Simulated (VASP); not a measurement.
**HfO2: relaxation of cell and atoms with PBE**

Crystal: HfO2.

```
CELL_PARAMETERS angstrom
0.00000 2.53620 2.53620
2.53620 0.00000 2.53620
2.53620 2.53620 0.00000
ATOMIC_POSITIONS crystal
Hf 0.00000 0.00000 0.00000
O 0.25000 0.25000 0.25000
O 0.75000 0.75000 0.75000
```

Measurements of this composition are mostly on another form, of space group No. 14.

* Program: VASP 6.6.1
* Task: relaxation of cell and atoms
* Functional: PBE
* Potentials or basis: VASP PAW PBE potentials, release 64 (Hf_pv, O)
* Cutoff: 520 eV
* k mesh: 6 × 6 × 6
* Occupations: gaussian, width 0.02 eV
* Spin: no spin polarisation
* Further INCAR settings: ALGO = Normal; EDIFF = 1e-07; IBRION = 2; EDIFFG = -0.002; NSW = 80; ISIF = 3

```json
{"Pressure after relaxing": "0.0 GPa", "Band gap on the k mesh": "3.80 eV, direct"}
```

Final structure:
```
Hf O
1.0
     0.00000    2.53620    2.53620
     2.53620    0.00000    2.53620
     2.53620    2.53620    0.00000
Hf O
1 2
Direct
  0.00000 0.00000 0.00000
  0.25000 0.25000 0.25000
  0.75000 0.75000 0.75000
```

Levels at points of the mesh, in eV from the valence-band top:
| k point | band 7 | band 8 | band 9 | band 10 | band 11 | band 12 | band 13 | band 14 | band 15 |
| --- | --- | --- | --- | --- | --- | --- | --- | --- | --- |
| (0.00, 0.00, 0.00) | -5.33 | -5.33 | -0.61 | -0.61 | -0.61 | 3.88 | 3.88 | 5.83 | 10.40 |
| (0.50, 0.00, 0.00) | -4.30 | -3.04 | -2.72 | -1.83 | -1.83 | 4.60 | 4.60 | 6.97 | 9.06 |
| (0.50, 0.50, 0.00) | -3.46 | -3.46 | -1.52 | -1.52 | 0.00 | 3.80 | 5.50 | 6.62 | 8.15 |

Wall time 7.4 s on 1 thread of Intel(R) Xeon(R) Platinum 8488C (Sapphire Rapids), on a shared host, peak memory 0.15 GiB.

Caveat: the relaxation stopped at its first step, so nothing moved; spin-orbit coupling is left out, which moves the levels of the heavy elements. A k mesh can miss the band edges.
